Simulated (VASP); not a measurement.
A convergence study with VASP on K (bcc): one setting is varied, all else stays as given below, so the limit is that of these other settings.

```
CELL_PARAMETERS angstrom
     -2.64000     2.64000     2.64000
      2.64000    -2.64000     2.64000
      2.64000     2.64000    -2.64000
ATOMIC_POSITIONS crystal
  K  0.00000 0.00000 0.00000
```

Calculation: PBE GGA, VASP's PBE PAW potentials (set 64) (plane waves; VASP). The tightest run used: 550 eV cut-off, 19×19×19 Γ-centred mesh, first-order Methfessel-Paxton smearing of 0.10 eV, potentials K_sv.

| setting | E (eV/atom) | pressure (GPa) | irreducible k-points |
|---|---|---|---|
| 1×1×1 mesh | -2.2418 | -0.81 | 1 |
| 2×2×2 mesh | -0.4513 | 0.22 | 3 |
| 3×3×3 mesh | -1.1372 | -0.11 | 4 |
| 4×4×4 mesh | -0.9752 | 0.09 | 8 |
| 5×5×5 mesh | -1.0444 | 0.00 | 10 |
| 6×6×6 mesh | -1.0247 | 0.03 | 16 |

Problem. These are the cheaper rows. Estimate the results at 19×19×19 mesh, and how far the last row shown lies from them.

Solution. 
```json
[
 {"quantity": "E (eV/atom)", "tightest run": "-1.0472", "last row shown is off by": "0.0225"},
 {"quantity": "pressure (GPa)", "tightest run": "0.00", "last row shown is off by": "0.03"}
]
```

Left out are rungs that failed or repeat a setting and relaxations that didn't move; long series are thinned to 24 rows.

The compound is K in the bcc structure. The cell was not relaxed at this level.
